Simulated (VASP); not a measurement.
Data:

```yaml
crystal:
  lattice:
    - [0.00000, 3.17596, 3.17596]
    - [3.17596, 0.00000, 3.17596]
    - [3.17596, 3.17596, 0.00000]
  atoms:
    - { symbol: Sn, position: [0.00000, 0.00000, 0.00000] }
    - { symbol: Te, position: [0.50000, 0.50000, 0.50000] }
```

All values below come from RPBE GGA, VASP's PBE PAW potentials (set 64) (plane waves; VASP). Settings: 520 eV cut-off, 7×7×7 Γ-centred mesh, Gaussian smearing of 0.050 eV, potentials Sn_d Te.

Task: What does the run give for the energy per atom (σ→0), pressure?

Result: 
```json
{
  "energy per atom (σ→0)": "-3.424 eV/atom",
  "pressure": "2.47 GPa"
}
```

The compound is SnTe in the rock salt structure, which distorts at low temperature. This cell is one point of a volume scan, at 0.94 of the reference volume.
